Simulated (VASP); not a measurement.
Method: r2SCAN meta-GGA, VASP's PBE PAW potentials (set 64) (plane waves; VASP).

VASP input:

File KPOINTS:
```
K-points
0
G
12 12 12
```

**INCAR**
```
# general
SYSTEM   =  Ni3Ge
PREC     =  Accurate
ENCUT    =  400   # plane-wave cut-off (eV)
LREAL    =  .FALSE.   # projection in real space or not
LASPH    =  .TRUE.   # aspherical one-centre terms

# electronic loop
EDIFF    =  1E-7   # SCF stop (eV)
NELM     =  100
ALGO     =  Normal   # blocked Davidson
LMAXMIX  =  4   # l cut-off of mixed one-centre charges
LMIXTAU  =  .TRUE.

# smearing
ISMEAR   =  -5   # tetrahedra, Bloechl

# functional
METAGGA  =  R2SCAN

# ions
ISIF     =  2   # forces and stress, cell fixed

# output
LWAVE    =  .FALSE.
LCHARG   =  .FALSE.
LORBIT   =  11   # lm-projected
NEDOS    =  601   # DOS grid
```

File POSCAR:
```
Ni3Ge
1
    3.5303300000     0.0000000000     0.0000000000
    0.0000000000     3.5303300000     0.0000000000
    0.0000000000     0.0000000000     3.5303300000
Ni Ge
3 1
Direct
  0.5000000000   0.0000000000   0.5000000000
  0.0000000000   0.5000000000   0.5000000000
  0.5000000000   0.5000000000   0.0000000000
  0.0000000000   0.0000000000   0.0000000000
```

### KPOINTS_OPT
```
k-points along high-symmetry lines
10
Line-mode
Reciprocal
  0.000000   0.000000   0.000000 ! GAMMA
  0.000000   0.500000   0.000000 ! X

  0.000000   0.500000   0.000000 ! X
  0.500000   0.500000   0.000000 ! M

  0.500000   0.500000   0.000000 ! M
  0.000000   0.000000   0.000000 ! GAMMA

  0.000000   0.000000   0.000000 ! GAMMA
  0.500000   0.500000   0.500000 ! R

  0.500000   0.500000   0.500000 ! R
  0.000000   0.500000   0.000000 ! X

  0.500000   0.500000   0.500000 ! R
  0.500000   0.500000   0.000000 ! M
```

POTCAR, in this order: Ni Ge_d (PBE.64 set). Program: vasp_std.

The resulting files:

### OSZICAR
```
       N       E                     dE             d eps       ncg     rms          rms(c)
DAV:   1     0.265831006557E+03    0.26583E+03   -0.17976E+04  4540   0.342E+03
DAV:   2    -0.204368635171E+02   -0.28627E+03   -0.28011E+03  4368   0.562E+02
DAV:   3    -0.576675346847E+02   -0.37231E+02   -0.36431E+02  4390   0.182E+02
DAV:   4    -0.588061446815E+02   -0.11386E+01   -0.11336E+01  4706   0.370E+01
DAV:   5    -0.588319171873E+02   -0.25773E-01   -0.25739E-01  5262   0.485E+00    0.181E+01
DAV:   6    -0.543920832597E+02    0.44398E+01   -0.60945E+01  4660   0.108E+02    0.175E+01
DAV:   7    -0.507424433661E+02    0.36496E+01   -0.17781E+01  4538   0.562E+01    0.352E+00
DAV:   8    -0.507749464063E+02   -0.32503E-01   -0.78841E-01  5254   0.782E+00    0.224E+00
DAV:   9    -0.507299263389E+02    0.45020E-01   -0.22628E-01  4836   0.650E+00    0.532E-01
DAV:  10    -0.507346473512E+02   -0.47210E-02   -0.23376E-02  5704   0.148E+00    0.172E-01
DAV:  11    -0.507372253853E+02   -0.25780E-02   -0.37409E-03  4650   0.566E-01    0.462E-02
DAV:  12    -0.507374335195E+02   -0.20813E-03   -0.40299E-04  4646   0.206E-01    0.344E-02
DAV:  13    -0.507374646806E+02   -0.31161E-04   -0.16122E-04  4470   0.122E-01    0.850E-03
DAV:  14    -0.507375115087E+02   -0.46828E-04   -0.16554E-05  4510   0.357E-02    0.803E-03
DAV:  15    -0.507375219787E+02   -0.10470E-04   -0.18262E-05  4744   0.488E-02    0.380E-03
DAV:  16    -0.507375224953E+02   -0.51659E-06   -0.23508E-06  4728   0.192E-02    0.953E-04
DAV:  17    -0.507375225380E+02   -0.42678E-07   -0.31543E-07  4358   0.655E-03
   1 F= -.50737523E+02 E0= -.50737523E+02  d E =0.000000E+00
       N       E                     dE             ncg
```

OUTCAR:
```
------------------------ aborting loop because EDIFF is reached ----------------------------------------
  FORCE on cell =-STRESS in cart. coord.  units (eV):
  Direction    XX          YY          ZZ          XY          YZ          ZX
  --------------------------------------------------------------------------------------
  Total       -0.0204534     -0.0204534     -0.0204534     -0.0000000     -0.0000000     -0.0000000
  in kB       -0.7447846     -0.7447846     -0.7447846     -0.0000000     -0.0000000     -0.0000000
  external PRESSURE =      -0.7447846 kB  Pullay stress =       0.0000000 kB
  volume of cell :       44.00
      direct lattice vectors                 reciprocal lattice vectors
     3.530330000  0.000000000  0.000000000     0.283259639  0.000000000  0.000000000
     0.000000000  3.530330000  0.000000000     0.000000000  0.283259639  0.000000000
     0.000000000  0.000000000  3.530330000     0.000000000  0.000000000  0.283259639
 POSITION                                       TOTAL-FORCE (eV/Angst)
 -----------------------------------------------------------------------------------
      1.76517      0.00000      1.76517         0.000000      0.000000      0.000000
      0.00000      1.76517      1.76517         0.000000      0.000000      0.000000
      1.76517      1.76517      0.00000         0.000000      0.000000      0.000000
      0.00000      0.00000      0.00000         0.000000      0.000000      0.000000
 -----------------------------------------------------------------------------------
    total drift:                                0.000000     -0.000000     -0.000000
  FREE ENERGIE OF THE ION-ELECTRON SYSTEM (eV)
  ---------------------------------------------------
  free  energy   TOTEN  =       -50.7375225380 eV

  energy  without entropy=      -50.7375225380  energy(sigma->0) =      -50.73752254

 total charge

# of ion       s       p       d       tot
------------------------------------------
    1        0.484   0.561   8.441   9.486
    2        0.484   0.561   8.441   9.486
    3        0.484   0.561   8.441   9.486
    4        1.071   1.261  10.144  12.476
--------------------------------------------------
tot          2.523   2.943  35.467  40.933
```
(Selected blocks of OUTCAR.)

OUTCAR:
```
 val. band max:       10.1615248264   @ k =   0.0833   0.0833   0.0833

 cond. band min:      10.1453846705   @ k =   0.5000   0.5000   0.3333


 Fermi energy:        10.1669164076

 k-point     1 :       0.0000    0.0000    0.0000
  band No.  band energies     occupation
      1     -15.2465      2.00000
      2     -15.2465      2.00000
      3     -15.2315      2.00000
      4     -15.2315      2.00000
      5     -15.2315      2.00000
      6      -2.8918      2.00000
      7       5.1310      2.00000
      8       6.2594      2.00000
      9       6.2594      2.00000
     10       6.7005      2.00000
     11       6.7005      2.00000
     12       6.7005      2.00000
     13       8.6772      2.00000
     14       8.6772      2.00000
     15       8.6772      2.00000
     16       9.1389      2.00000
     17       9.1389      2.00000
     18       9.1389      2.00000
     19       9.4898      2.00000
     20       9.4898      2.00000
     21       9.8247      2.00000
     22      10.2247     -0.00969
     23      10.2247      0.00000
     24      10.2247      0.00000
     25      14.4775      0.00000
     26      17.3504      0.00000

 k-point     2 :       0.0833    0.0000    0.0000
  band No.  band energies     occupation
      1     -15.2461      2.00000
      2     -15.2445      2.00000
      3     -15.2313      2.00000
      4     -15.2313      2.00000
      5     -15.2312      2.00000
      6      -2.8095      2.00000
      7       5.1425      2.00000
      8       6.1054      2.00000
      9       6.3153      2.00000
     10       6.6830      2.00000
     11       6.6830      2.00000
     12       6.7217      2.00000
     13       8.4310      2.00000
     14       8.4310      2.00000
     15       8.6532      2.00000
     16       8.8548      2.00000
     17       9.3301      2.00000
     18       9.3301      2.00000
     19       9.4897      2.00000
     20       9.5013      2.00000
     21       9.7913      2.00000
     22      10.2250     -0.16352
...
```

For a metal the tetrahedron method with Blöchl corrections gives inexact stress and forces.

The structure comes from a computed database's Ni3Ge entry (Pm-3m); how it stands against other phases isn't given here. The cell was not relaxed at this level. The run is not spin-polarised, so no magnetic state was tried.
